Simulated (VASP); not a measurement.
Level of theory: PBEsol GGA, VASP's PBE PAW potentials (set 64) (plane waves; VASP).

Input for VASP

### KPOINTS
```
K-points
0
Gamma
 7 7 2
```

INCAR:
```
# general
SYSTEM  = MoSeS
PREC    = Accurate
ENCUT   = 400
LREAL   = .False.
LASPH   = .True.

# electronic loop
EDIFF   = 1E-6
NELM    = 100
ALGO    = Normal
LMAXMIX = 4

# smearing
ISMEAR  = 0
SIGMA   = 0.05

# functional
GGA     = PS

# ions
IBRION  = 2
NSW     = 60
ISIF    = 3
EDIFFG  = -0.02

# output
LWAVE   = .False.
LCHARG  = .False.
```

### POSCAR
```
MoSeS
1
    3.2037839391    -0.0000000000    -0.0000000000
   -1.6018919695     2.7745580062     0.0000000000
   -0.0000000000     0.0000000000    13.6435925908
Mo Se S
2 2 2
Direct
  0.0000000000   0.0000000000   0.2593011406
  0.0000000000   1.0000000000   0.7406988594
  0.6666670000   0.3333330000   0.8653434754
  0.3333330000   0.6666670000   0.1346565246
  0.3333330000   0.6666670000   0.3709255974
  0.6666670000   0.3333330000   0.6290744026
```

POTCAR, in this order: Mo_sv Se S (PBE.64 set). Program: vasp_std.

Output

### OSZICAR
```
...
DAV:   6    -0.449980399370E+02    0.23396E-04   -0.35725E-04  1215   0.945E-02    0.352E-02
DAV:   7    -0.449980411197E+02   -0.11827E-05   -0.63746E-05  1132   0.399E-02    0.580E-03
DAV:   8    -0.449980419264E+02   -0.80669E-06   -0.50469E-06  1133   0.111E-02
   8 F= -.44998042E+02 E0= -.44998042E+02  d E =-.451447E-02
       N       E                     dE             d eps       ncg     rms          rms(c)
DAV:   1    -0.450140583248E+02   -0.16017E-01   -0.81427E-01   992   0.545E+00    0.936E-01
DAV:   2    -0.450023276564E+02    0.11731E-01   -0.12622E-01  1120   0.210E+00    0.607E-01
DAV:   3    -0.449988049433E+02    0.35227E-02   -0.14443E-02  1088   0.590E-01    0.205E-01
DAV:   4    -0.449981704867E+02    0.63446E-03   -0.32327E-03  1090   0.294E-01    0.123E-01
DAV:   5    -0.449981913050E+02   -0.20818E-04   -0.17755E-04  1283   0.725E-02    0.723E-02
DAV:   6    -0.449981879518E+02    0.33532E-05   -0.78286E-05  1221   0.444E-02    0.168E-02
DAV:   7    -0.449981888619E+02   -0.91016E-06   -0.14798E-05  1039   0.190E-02    0.340E-03
DAV:   8    -0.449981889865E+02   -0.12457E-06   -0.11044E-06   756   0.618E-03
   9 F= -.44998189E+02 E0= -.44998189E+02  d E =-.466153E-02
       N       E                     dE             d eps       ncg     rms          rms(c)
DAV:   1    -0.449988059272E+02   -0.61707E-03   -0.16932E-02   999   0.855E-01    0.164E-01
DAV:   2    -0.449984836314E+02    0.32230E-03   -0.33741E-03  1120   0.348E-01    0.962E-02
DAV:   3    -0.449983810419E+02    0.10259E-03   -0.45911E-04  1116   0.101E-01    0.273E-02
DAV:   4    -0.449983664955E+02    0.14546E-04   -0.76554E-05  1076   0.471E-02    0.192E-02
DAV:   5    -0.449983675844E+02   -0.10889E-05   -0.56027E-06  1053   0.133E-02    0.129E-02
DAV:   6    -0.449983680998E+02   -0.51542E-06   -0.28180E-06   851   0.912E-03
  10 F= -.44998368E+02 E0= -.44998368E+02  d E =-.179113E-03
       N       E                     dE             d eps       ncg     rms          rms(c)
DAV:   1    -0.450028029674E+02   -0.44354E-02   -0.15268E-01   992   0.257E+00    0.491E-01
DAV:   2    -0.449999131040E+02    0.28899E-02   -0.30131E-02  1120   0.104E+00    0.287E-01
DAV:   3    -0.449989962615E+02    0.91684E-03   -0.40826E-03  1111   0.302E-01    0.816E-02
DAV:   4    -0.449988648882E+02    0.13137E-03   -0.68709E-04  1062   0.142E-01    0.574E-02
DAV:   5    -0.449988696419E+02   -0.47537E-05   -0.52200E-05  1262   0.400E-02    0.383E-02
DAV:   6    -0.449988691240E+02    0.51786E-06   -0.24799E-05  1277   0.253E-02    0.624E-03
DAV:   7    -0.449988695266E+02   -0.40262E-06   -0.42586E-06  1053   0.106E-02
  11 F= -.44998870E+02 E0= -.44998870E+02  d E =-.680540E-03
       N       E                     dE             d eps       ncg     rms          rms(c)
DAV:   1    -0.450154857290E+02   -0.16617E-01   -0.61408E-01   992   0.515E+00    0.983E-01
DAV:   2    -0.450038534053E+02    0.11632E-01   -0.12005E-01  1120   0.207E+00    0.574E-01
DAV:   3    -0.450002179443E+02    0.36355E-02   -0.16212E-02  1103   0.602E-01    0.163E-01
DAV:   4    -0.449996934414E+02    0.52450E-03   -0.27314E-03  1048   0.284E-01    0.115E-01
DAV:   5    -0.449997061649E+02   -0.12724E-04   -0.21164E-04  1270   0.805E-02    0.765E-02
DAV:   6    -0.449996992081E+02    0.69568E-05   -0.10108E-04  1263   0.508E-02    0.124E-02
DAV:   7    -0.449996996076E+02   -0.39954E-06   -0.17334E-05  1188   0.216E-02    0.341E-03
DAV:   8    -0.449996996355E+02   -0.27884E-07   -0.46753E-07   734   0.384E-03
  12 F= -.44999700E+02 E0= -.44999700E+02  d E =-.151065E-02
       N       E                     dE             d eps       ncg     rms          rms(c)
DAV:   1    -0.450641093175E+02   -0.64410E-01   -0.24729E+00   992   0.103E+01    0.197E+00
DAV:   2    -0.450169348127E+02    0.47175E-01   -0.47610E-01  1120   0.413E+00    0.114E+00
DAV:   3    -0.450026891730E+02    0.14246E-01   -0.64036E-02  1103   0.120E+00    0.327E-01
DAV:   4    -0.450006132971E+02    0.20759E-02   -0.10768E-02  1048   0.569E-01    0.231E-01
DAV:   5    -0.450006414171E+02   -0.28120E-04   -0.87466E-04  1262   0.164E-01    0.153E-01
DAV:   6    -0.450006031838E+02    0.38233E-04   -0.41925E-04  1263   0.103E-01    0.246E-02
DAV:   7    -0.450006019066E+02    0.12772E-05   -0.69573E-05  1195   0.442E-02    0.622E-03
DAV:   8    -0.450006020896E+02   -0.18302E-06   -0.20825E-06   844   0.792E-03
  13 F= -.45000602E+02 E0= -.45000602E+02  d E =-.241310E-02
       N       E                     dE             d eps       ncg     rms          rms(c)
DAV:   1    -0.450084318763E+02   -0.78300E-02   -0.30134E-01   992   0.362E+00    0.692E-01
DAV:   2    -0.450027223335E+02    0.57095E-02   -0.59608E-02  1120   0.146E+00    0.406E-01
DAV:   3    -0.450009088433E+02    0.18135E-02   -0.80738E-03  1110   0.425E-01    0.115E-01
DAV:   4    -0.450006522996E+02    0.25654E-03   -0.13410E-03  1055   0.199E-01    0.803E-02
DAV:   5    -0.450006590533E+02   -0.67537E-05   -0.10434E-04  1263   0.572E-02    0.537E-02
DAV:   6    -0.450006568413E+02    0.22120E-05   -0.47617E-05  1278   0.351E-02    0.894E-03
DAV:   7    -0.450006572904E+02   -0.44919E-06   -0.79768E-06  1053   0.146E-02
  14 F= -.45000657E+02 E0= -.45000657E+02  d E =-.246830E-02
       N       E                     dE             d eps       ncg     rms          rms(c)
DAV:   1    -0.450009392985E+02   -0.28246E-03   -0.10871E-02   992   0.688E-01    0.132E-01
DAV:   2    -0.450007373896E+02    0.20191E-03   -0.21737E-03  1120   0.280E-01    0.780E-02
DAV:   3    -0.450006693602E+02    0.68029E-04   -0.29517E-04  1093   0.813E-02    0.223E-02
DAV:   4    -0.450006595239E+02    0.98363E-05   -0.49488E-05  1020   0.379E-02    0.154E-02
DAV:   5    -0.450006589460E+02    0.57795E-06   -0.36256E-06   938   0.108E-02
  15 F= -.45000659E+02 E0= -.45000659E+02  d E =-.246996E-02
       N       E                     dE             d eps       ncg     rms          rms(c)
DAV:   1    -0.450011286871E+02   -0.46916E-03   -0.21561E-02   992   0.857E-01    0.140E-01
DAV:   2    -0.450008943904E+02    0.23430E-03   -0.28955E-03  1120   0.319E-01    0.945E-02
DAV:   3    -0.450008188683E+02    0.75522E-04   -0.30095E-04  1170   0.861E-02    0.358E-02
DAV:   4    -0.450008045415E+02    0.14327E-04   -0.77304E-05  1160   0.447E-02    0.200E-02
DAV:   5    -0.450008043392E+02    0.20228E-06   -0.29672E-06  1009   0.942E-03
  16 F= -.45000804E+02 E0= -.45000804E+02  d E =-.145393E-03
       N       E                     dE             d eps       ncg     rms          rms(c)
DAV:   1    -0.450039387511E+02   -0.31342E-02   -0.19310E-01   992   0.256E+00    0.424E-01
DAV:   2    -0.450018397418E+02    0.20990E-02   -0.26183E-02  1120   0.959E-01    0.285E-01
DAV:   3    -0.450011596289E+02    0.68011E-03   -0.27281E-03  1191   0.259E-01    0.108E-01
DAV:   4    -0.450010319421E+02    0.12769E-03   -0.69722E-04  1146   0.134E-01    0.601E-02
DAV:   5    -0.450010345510E+02   -0.26088E-05   -0.27676E-05  1295   0.278E-02    0.316E-02
DAV:   6    -0.450010318776E+02    0.26734E-05   -0.12885E-05  1145   0.175E-02    0.802E-03
DAV:   7    -0.450010314356E+02    0.44193E-06   -0.17808E-06   693   0.708E-03
  17 F= -.45001031E+02 E0= -.45001031E+02  d E =-.372490E-03
       N       E                     dE             d eps       ncg     rms          rms(c)
DAV:   1    -0.450012509302E+02   -0.21905E-03   -0.14034E-02   992   0.691E-01    0.113E-01
DAV:   2    -0.450010987417E+02    0.15219E-03   -0.19097E-03  1120   0.259E-01    0.765E-02
DAV:   3    -0.450010490789E+02    0.49663E-04   -0.19888E-04  1205   0.701E-02    0.289E-02
DAV:   4    -0.450010399311E+02    0.91478E-05   -0.48527E-05  1146   0.353E-02    0.161E-02
DAV:   5    -0.450010396775E+02    0.25360E-06   -0.18257E-06   856   0.777E-03
  18 F= -.45001040E+02 E0= -.45001040E+02  d E =-.380731E-03
```

**OUTCAR**
```
------------------------ aborting loop because EDIFF is reached ----------------------------------------
  FORCE on cell =-STRESS in cart. coord.  units (eV):
  Direction    XX          YY          ZZ          XY          YZ          ZX
  --------------------------------------------------------------------------------------
  Total        0.0512881      0.0512881      0.0216572      0.0000000      0.0000000     -0.0000000
  in kB        0.7032006      0.7032004      0.2969374      0.0000000      0.0000000     -0.0000000
  external PRESSURE =       0.5677795 kB  Pullay stress =       0.0000000 kB
  volume of cell :      116.86
      direct lattice vectors                 reciprocal lattice vectors
     3.204115183  0.000000000 -0.000000000     0.312098643  0.180190253  0.000000000
    -1.602057592  2.774844872 -0.000000000    -0.000000000  0.360380506  0.000000000
    -0.000000000 -0.000000000 13.143212851     0.000000000  0.000000000  0.076084897
 POSITION                                       TOTAL-FORCE (eV/Angst)
 -----------------------------------------------------------------------------------
     -0.00000     -0.00000      3.41413        -0.000000     -0.000000      0.018354
     -0.00000     -0.00000      9.72908         0.000000      0.000000     -0.018354
      1.60206      0.92495     11.42898        -0.000000     -0.000000      0.002587
     -0.00000      1.84990      1.71424         0.000000      0.000000     -0.002587
     -0.00000      1.84990      4.93848        -0.000000      0.000000      0.006348
      1.60206      0.92495      8.20474         0.000000     -0.000000     -0.006348
 -----------------------------------------------------------------------------------
    total drift:                                0.000000      0.000000      0.000000
  FREE ENERGIE OF THE ION-ELECTRON SYSTEM (eV)
  ---------------------------------------------------
  free  energy   TOTEN  =       -45.0010396775 eV

  energy  without entropy=      -45.0010396775  energy(sigma->0) =      -45.00103968

 reached required accuracy - stopping structural energy minimisation
```
(Selected blocks of OUTCAR.)

File CONTCAR:
```
MoSeS
   1.00000000000000
     3.2041151834948680    0.0000000000000050   -0.0000000000000000
    -1.6020575916974240    2.7748448721823906   -0.0000000000000000
    -0.0000000000000000   -0.0000000000000000   13.1432128511191095
  Mo              Se              S
     2     2     2
Direct
     0.0000000000000000    0.0000000000000000    0.2597638845899022
     0.0000000000000000    0.0000000000000000    0.7402361154100979
     0.6666669999999968    0.3333330000000032    0.8695723941577121
     0.3333330000000032    0.6666669999999968    0.1304276058422879
     0.3333330000000032    0.6666669999999968    0.3757433841843158
     0.6666669999999968    0.3333330000000032    0.6242566158156843
```

Energy and stress use the plane-wave basis of the starting cell. Without a dispersion term in the relaxation, distances and binding between the weakly bound layers, chains or molecules are unreliable, and so is what depends on them.

The structure comes from a computed database's MoSeS entry (P-3m1); how it stands against other phases isn't given here. This run relaxes it. Symmetry was kept, so distortions that lower it aren't found. The start is the result of an earlier pass.
